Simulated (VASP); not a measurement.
These are PBEsol GGA, VASP's PBE PAW potentials (set 64) (plane waves; VASP) values and carry that method's errors.

VASP ran on this input.

File KPOINTS:
```
Automatic
0
Gamma
  12 12 12
```

INCAR:
```
ALGO = Normal
EDIFF = 1E-7
ENCUT = 400
GGA = PS
ISIF = 2
ISMEAR = -5
LASPH = .TRUE.
LCHARG = .TRUE.
LMAXMIX = 6
LORBIT = 11
LREAL = .FALSE.
LWAVE = .FALSE.
NEDOS = 601
NELM = 100
PREC = Accurate
SYSTEM = TaAs
```

### POSCAR
```
TaAs
1.0
  0.0000000000   2.8695991940   2.8695991940
  2.8695991940   0.0000000000   2.8695991940
  2.8695991940   2.8695991940   0.0000000000
Ta As
1 1
Cart
  0.0000000000   0.0000000000   0.0000000000
  1.4347995970   1.4347995970   1.4347995970
```

POTCAR, in this order: Ta_pv As (PBE.64 set). Program: vasp_std.

Problem. What will the output report for the number of irreducible k-points (NKPTS), number of bands (NBANDS), largest plane-wave count, number of space-group operations, FFT grid (NGX, NGY, NGZ)?

Solution. 
```yaml
number of irreducible k-points (NKPTS): 72
number of bands (NBANDS): 12
largest_plane_wave_count: 881
number_of_space_group_operations: 24
FFT grid (NGX, NGY, NGZ): 28 × 28 × 28
```

The structure was generated: TaAs was put into the zinc blende type (F-43m), which need not be its known phase. It was relaxed first, which changed the volume by -36 %.
